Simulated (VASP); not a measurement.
```
CELL_PARAMETERS angstrom
      0.00000     2.07725     2.07725
      2.07725     0.00000     2.07725
      2.07725     2.07725     0.00000
ATOMIC_POSITIONS crystal
  Au 0.00000 0.00000 0.00000
```

These are PBE GGA, VASP's PBE PAW potentials (set 64) (plane waves; VASP) values and carry that method's errors. Settings: 520 eV cut-off, 14×14×14 Γ-centred mesh, first-order Methfessel-Paxton smearing of 0.10 eV, potentials Au.

Unless said otherwise, spin-orbit coupling is left out, though it shifts the bands of the heavy elements here.

### Question
What does the run give for the energy per atom (σ→0), band gap (on the k-mesh) with the smallest direct gap where there is one?

### Answer

```json
{
 "band gap (on the k-mesh)": "none (metal, semimetal or under 0.01 eV)",
 "energy per atom (σ→0)": "-3218 meV/atom"
}
```

Only differences to runs with the same potentials and settings are physical.

The compound is Au in the fcc structure. It was relaxed first, which changed the volume by +6 %. The start is the result of an earlier pass.
